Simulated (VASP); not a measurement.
An input for Quantum ESPRESSO's pw.x (written as the equivalent of a VASP run, and not itself run):

```
&CONTROL
  calculation = 'scf'
  pseudo_dir = './pseudo'
  outdir = './out'
  tprnfor = .true.
  tstress = .true.
/
&SYSTEM
  ibrav = 0
  nat = 4
  ntyp = 3
  ecutwfc = 86
  occupations = 'tetrahedra'
  input_dft = 'pbesol'
/
&ELECTRONS
  conv_thr = 7.3e-09
  electron_maxstep = 100
/
ATOMIC_SPECIES
  Pb 207.200 Pb.upf
  Se 78.971 Se.upf
  S 32.060 S.upf
CELL_PARAMETERS angstrom
     4.2417702    0.0000000    0.0000000
     0.0000000    4.2417702    0.0000000
     0.0000000    0.0000000    6.0297016
ATOMIC_POSITIONS crystal
  Pb   0.0000000  0.0000000  0.0000000
  Pb   0.5000000  0.5000000  0.5000000
  Se   0.5000000  0.5000000  0.0000000
  S    0.0000000  0.0000000  0.5000000
K_POINTS automatic
  6 6 4 0 0 0
```

Question: Translate this input to VASP (INCAR, KPOINTS, POSCAR, choice of POTCAR).

Answer: This is not unique; one that fits is 
POSCAR:
```
Pb2SeS
1
    4.2417701940     0.0000000000     0.0000000000
    0.0000000000     4.2417701940     0.0000000000
    0.0000000000     0.0000000000     6.0297016021
Pb Se S
2 1 1
Direct
  0.0000000000   0.0000000000   0.0000000000
  0.5000000000   0.5000000000   0.5000000000
  0.5000000000   0.5000000000   0.0000000000
  0.0000000000   0.0000000000   0.5000000000
```

### INCAR
```
! general
SYSTEM =Pb2SeS
PREC   =Accurate
ENCUT  =400
LREAL  =F
LASPH  =T

! electronic loop
EDIFF  =1E-7
NELM   =100
ALGO   =Normal
LMAXMIX=4

! smearing
ISMEAR =-5

! functional
GGA    =PS

! ions
ISIF   =2

! output
LWAVE  =F
LCHARG =T
LORBIT =11
NEDOS  =601

! other
LEFG   =T
```

### KPOINTS
```
Automatic
0
Gamma
 6 6 4
```

POTCAR, in this order: Pb_d Se S (PBE.64 set). Program: vasp_std.

Limits of the translation: the potentials are each code's own (VASP's PAW set, PseudoDojo norm-conserving files in pw.x), so ENCUT and ecutwfc are chosen apart and not converted; conv_thr bounds pw.x's estimated SCF error, while EDIFF bounds the energy change between steps; the field gradients of LEFG aren't asked of the other code.

The structure comes from a computed database's Pb2SeS entry (P4/mmm); how it stands against other phases isn't given here. It was relaxed first.
